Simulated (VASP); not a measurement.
VASP ran on this input.

**POSCAR**
```
MoP
1
    0.0000000000     3.0137680000     3.0137680000
    3.0137680000     0.0000000000     3.0137680000
    3.0137680000     3.0137680000     0.0000000000
Mo P
1 1
Direct
  0.0000000000   0.0000000000   0.0000000000
  0.2500000000   0.2500000000   0.2500000000
```

INCAR:
```
# general
SYSTEM  = MoP
PREC    = Accurate
ENCUT   = 400   # plane-wave cut-off (eV)
LREAL   = .False.
LASPH   = .True.

# electronic loop
EDIFF   = 1E-6   # SCF stop (eV)
NELM    = 100
ALGO    = Normal   # blocked Davidson
LMAXMIX = 4   # l cut-off of mixed one-centre charges

# smearing
ISMEAR  = 1   # Methfessel-Paxton
SIGMA   = 0.1

# functional
GGA     = PS   # PBEsol

# ions
IBRION  = 2   # conjugate gradients
NSW     = 60   # most ionic steps
ISIF    = 3
EDIFFG  = -0.01   # ionic stop

# output
LWAVE   = .False.
LCHARG  = .False.
```

File KPOINTS:
```
Automatic mesh
0
Gamma
10 10 10
0 0 0
```

POTCAR, in this order: Mo_sv P (PBE.64 set). Program: vasp_std.

Task: Write an equivalent input for Quantum ESPRESSO's pw.x.

Result: One equivalent input (not run):
```
&CONTROL
  calculation = 'vc-relax'
  pseudo_dir = './pseudo'
  outdir = './out'
  tprnfor = .true.
  tstress = .true.
  nstep = 60
  forc_conv_thr = 0.00039
/
&SYSTEM
  ibrav = 0
  nat = 2
  ntyp = 2
  ecutwfc = 80
  occupations = 'smearing'
  smearing = 'methfessel-paxton'
  degauss = 0.00735
  input_dft = 'pbesol'
/
&ELECTRONS
  conv_thr = 7.3e-08
  electron_maxstep = 100
/
&IONS
/
&CELL
/
ATOMIC_SPECIES
  Mo 95.950 Mo.upf
  P 30.974 P.upf
CELL_PARAMETERS angstrom
     0.0000000    3.0137680    3.0137680
     3.0137680    0.0000000    3.0137680
     3.0137680    3.0137680    0.0000000
ATOMIC_POSITIONS crystal
  Mo   0.0000000  0.0000000  0.0000000
  P    0.2500000  0.2500000  0.2500000
K_POINTS automatic
  10 10 10 0 0 0
```
Limits of the translation: the potentials are each code's own (VASP's PAW set, PseudoDojo norm-conserving files in pw.x), so ENCUT and ecutwfc are chosen apart and not converted; conv_thr bounds pw.x's estimated SCF error, while EDIFF bounds the energy change between steps; forc_conv_thr acts on force components and is met together with etot_conv_thr.

The structure was generated: MoP was put into the zinc blende type (F-43m), which need not be its known phase. This run relaxes it. Symmetry was kept, so distortions that lower it aren't found.
